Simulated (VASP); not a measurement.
# ZrB2 (P6/mmm) in VASP: electric field gradients with r2SCAN

Aim: the electric field gradients of ZrB2 with r2SCAN.

Everything below comes from runs of VASP 6.6.1. Logs are shortened: lines on timing, memory, paths and dates and some standing lists are left out, and cuts for length are marked.

## 1. Starting point

The structure is hexagonal, space group P6/mmm (No. 191). Conventional cell: a = 3.170 Å, b = 3.170 Å, c = 3.533 Å, α = 90.00°, β = 90.00°, γ = 120.00°. Zr (site symmetry 6/mmm) has 12 B at 2.54 Å as nearest neighbours. Around B (site symmetry -6m2) lie 3 B at 1.83 Å.

## 2. Electric field gradients, r2SCAN

The input, INCAR:

```
  PREC = Accurate
  ENCUT = 520
  EDIFF = 1E-7
  ISMEAR = -1
  SIGMA = 0.05
  LREAL = False
  LASPH = True
  NELM = 80
  ALGO = Normal
  ISIF = 2
  LWAVE = False
  LCHARG = False
  METAGGA = R2SCAN
  LMIXTAU = True
  LEFG = True
```

The input, KPOINTS:

```
Automatic mesh
0
Gamma
  12 12 9
```

The input, POSCAR:

```
ZrB2
1.0
    3.1700000000      0.0000000000      0.0000000000
   -1.5850000000      2.7453005300      0.0000000000
    0.0000000000      0.0000000000      3.5330000000
Zr B
1 2
Direct
    0.0000000000      0.0000000000      0.0000000000
    0.3333333333      0.6666666667      0.5000000000
    0.6666666667      0.3333333333      0.5000000000
```

Potentials or basis: VASP PAW PBE potentials, release 64 (Zr_sv, B).

On the command line:

```
$ cat potpaw_PBE.64/Zr_sv/POTCAR potpaw_PBE.64/B/POTCAR > POTCAR
$ mpirun -np 1 vasp_std > vasp.out
```

OUTCAR:

```text
PREC = Accurate
   ENCUT = 520
   EDIFF = 1E-7
   ISMEAR = -1
   LREAL = False
   LASPH = True
   NELM = 80
   ISIF = 2
   METAGGA = R2SCAN

 ion  position               nearest neighbor table
   1  0.000  0.000  0.000-   2 2.54   3 2.54   2 2.54   3 2.54   3 2.54   3 2.54   2 2.54   2 2.54
                             3 2.54   3 2.54   2 2.54   2 2.54
   2  0.333  0.667  0.500-   3 1.83   3 1.83   3 1.83   1 2.54   1 2.54   1 2.54   1 2.54   1 2.54
                             1 2.54
   3  0.667  0.333  0.500-   2 1.83   2 1.83   2 1.83   1 2.54   1 2.54   1 2.54   1 2.54   1 2.54
                             1 2.54

  LATTYP: Found a hexagonal cell.
 ALAT       =     3.1700000000
 C/A-ratio  =     1.1145110410

  Lattice vectors:

 A1 = (   3.1700000000,   0.0000000000,   0.0000000000)
 A2 = (  -1.5850000000,   2.7453005300,   0.0000000000)
 A3 = (   0.0000000000,   0.0000000000,   3.5330000000)

Analysis of symmetry for initial positions (statically):
=====================================================================
 Subroutine PRICEL returns:
 Original cell was already a primitive cell.

 Routine SETGRP: Setting up the symmetry group for a
 hexagonal supercell.

 Subroutine GETGRP returns: Found 24 space group operations
 (whereof 24 operations were pure point group operations)
 out of a pool of 24 trial point group operations.

The static configuration has the point symmetry D_6h.

Analysis of symmetry for dynamics (positions and initial velocities):
=====================================================================
 Subroutine PRICEL returns:
 Original cell was already a primitive cell.

 Routine SETGRP: Setting up the symmetry group for a
 hexagonal supercell.

 Subroutine GETGRP returns: Found 24 space group operations
 (whereof 24 operations were pure point group operations)
 out of a pool of 24 trial point group operations.

The dynamic configuration has the point symmetry D_6h.

 Subroutine INISYM returns: Found 24 space group operations
 (whereof 24 operations are pure point group operations),
 and found     1 'primitive' translations

----------------------------------------------------------------------------------------

                                     Primitive cell

[... 150 lines left out ...]
      1     -39.7636      2.00000
      2     -17.2588      2.00000
      3     -16.6845      2.00000
      4     -16.6845      2.00000
      5      -2.9938      2.00000
      6       7.8595      2.00000
      7       7.8595      2.00000
      8       7.9731      2.00000
      9       8.0366      2.00000
     10      14.2537      0.00000
     11      14.2537      0.00000
     12      15.0826      0.00000
     13      15.0826      0.00000
[... 354 lines left out ...]
  band No.  band energies     occupation
      1     -39.6680      2.00000
      2     -17.4311      2.00000
      3     -17.1583      2.00000
      4     -16.8471      2.00000
      5      -0.8139      2.00000
      6       3.6907      2.00000
      7       6.8421      2.00000
      8       7.3541      2.00000
      9       8.3288      2.00000
     10      12.8595      0.00000
     11      13.4181      0.00000
     12      14.4950      0.00000
     13      15.1685      0.00000

 [... further k-points ...]

------------------------ aborting loop because EDIFF is reached ----------------------------------------

  FORCE on cell =-STRESS in cart. coord.  units (eV):
  Direction    XX          YY          ZZ          XY          YZ          ZX
  --------------------------------------------------------------------------------------
  -------------------------------------------------------------------------------------
  Total        0.0195223      0.0195223      0.4434435      0.0000000     -0.0000000      0.0000000
  in kB        1.0173019      1.0173019     23.1076663      0.0000000     -0.0000000      0.0000000
  external PRESSURE =       8.3807567 kB  Pullay stress =       0.0000000 kB

 VOLUME and BASIS-vectors are now :
 -----------------------------------------------------------------------------
  energy-cutoff  :      520.00
  volume of cell :       30.75
      direct lattice vectors                 reciprocal lattice vectors
     3.170000000  0.000000000  0.000000000     0.315457413  0.182129422  0.000000000
    -1.585000000  2.745300530  0.000000000     0.000000000  0.364258845  0.000000000
     0.000000000  0.000000000  3.533000000     0.000000000  0.000000000  0.283045570

 POSITION                                       TOTAL-FORCE (eV/Angst)
 -----------------------------------------------------------------------------------
      0.00000      0.00000      0.00000         0.000000      0.000000      0.000000
     -0.00000      1.83020      1.76650        -0.000000      0.000000      0.000000
      1.58500      0.91510      1.76650         0.000000     -0.000000      0.000000
 -----------------------------------------------------------------------------------
    total drift:                               -0.000000      0.000000     -0.000000

  FREE ENERGIE OF THE ION-ELECTRON SYSTEM (eV)
  ---------------------------------------------------
  free  energy   TOTEN  =       -40.6405446501 eV

  energy  without entropy=      -40.6389199284  energy(sigma->0) =      -40.63973229

 Electric field gradients (V/A^2)
---------------------------------------------------------------------
 ion       V_xx      V_yy      V_zz      V_xy      V_xz      V_yz
---------------------------------------------------------------------
   1     -18.930   -18.931    37.861    -0.000     0.000    -0.000
   2      -0.823    -0.823     1.646    -0.000     0.000    -0.000
   3      -0.823    -0.823     1.646    -0.000     0.000     0.000
---------------------------------------------------------------------

 Electric field gradients after diagonalization (V/A^2)
 (convention: |V_zz| > |V_xx| > |V_yy|)
----------------------------------------------------------------------
 ion       V_xx      V_yy      V_zz     asymmetry (V_yy - V_xx)/ V_zz
----------------------------------------------------------------------
   1     -18.931   -18.930    37.861       0.000
   2      -0.823    -0.823     1.646       0.000
   3      -0.823    -0.823     1.646       0.000
----------------------------------------------------------------------

           NMR quadrupolar parameters

 Cq : quadrupolar parameter    Cq=e*Q*V_zz/h
 eta: asymmetry parameters     (V_yy - V_xx)/ V_zz
 Q  : nuclear electric quadrupole moment in mb (millibarn)
----------------------------------------------------------------------
 ion       Cq(MHz)       eta       Q (mb)
----------------------------------------------------------------------
   1       0.092       0.000       1.000
   2       0.004       0.000       1.000
   3       0.004       0.000       1.000
----------------------------------------------------------------------
```

OSZICAR:

```text
N       E                     dE             d eps       ncg     rms          rms(c)
DAV:   1     0.953931611163E+02    0.95393E+02   -0.10208E+04  2470   0.143E+03
DAV:   2    -0.433529790670E+02   -0.13875E+03   -0.13399E+03  2860   0.350E+02
DAV:   3    -0.493338835597E+02   -0.59809E+01   -0.59457E+01  4160   0.623E+01
[... 15 lines left out ...]
DAV:  19    -0.406405447814E+02   -0.75210E-05   -0.19315E-06  2885   0.178E-02    0.243E-03
DAV:  20    -0.406405438585E+02    0.92286E-06   -0.27867E-07  2847   0.544E-03    0.244E-03
DAV:  21    -0.406405446987E+02   -0.84013E-06   -0.90524E-08  1390   0.314E-03    0.218E-04
DAV:  22    -0.406405444917E+02    0.20692E-06   -0.47519E-08  1380   0.243E-03    0.370E-04
DAV:  23    -0.406405446954E+02   -0.20368E-06   -0.40679E-09  1380   0.656E-04    0.166E-04
DAV:  24    -0.406405446501E+02    0.45320E-07   -0.25735E-09  1360   0.511E-04
   1 F= -.40640545E+02 E0= -.40639732E+02  d E =-.162472E-02
```

stdout:

```text
POSCAR found type information on POSCAR ZrB
 POSCAR found :  2 types and       3 ions
 scaLAPACK will be used
 -----------------------------------------------------------------------------
|                                                                             |
|                                                                             |
|     You enforced a specific xc type in the INCAR file but a different       |
|     I HOPE YOU KNOW WHAT YOU ARE DOING!                                     |
|                                                                             |
 -----------------------------------------------------------------------------

 LDA part: xc-table for (None), standard interpolation
 POSCAR, INCAR and KPOINTS ok, starting setup
 FFT: planning ... GRIDC
 FFT: planning ... GRID_SOFT
 FFT: planning ... GRID
 WAVECAR not read
 entering main loop
ion   1

ion   2

ion   3
```

It took 66 s on 1 thread of Intel Xeon 6975P-C (Granite Rapids), shared host; peak memory 0.17 GiB.

What came out:

```
Free energy            : -40.6405 eV
Pressure               : 0.8 GPa
Band gap on the k mesh : none (metal or under the smearing width)
```

Levels at points of the mesh, in eV from the Fermi level:
```
           k point  band 5  band 6  band 7  band 8  band 9  band 10  band 11  band 12  band 13
(0.00, 0.00, 0.00)  -13.73   -2.88   -2.88   -2.77   -2.70     3.51     3.51     4.34     4.34
(0.50, 0.00, 0.00)   -9.65   -9.33   -4.24   -3.40   -2.89     2.19     2.35     5.05     5.15
```

Electric field gradients, principal values (V/Å²):
| atom | Vxx | Vyy | Vzz |
| --- | --- | --- | --- |
| 1 Zr | -18.930 | -18.931 | 37.861 |
| 2 B | -0.823 | -0.823 | 1.646 |
| 3 B | -0.823 | -0.823 | 1.646 |

Caveat: the PAW data sets were made with another functional, which shifts forces and pressure a little.
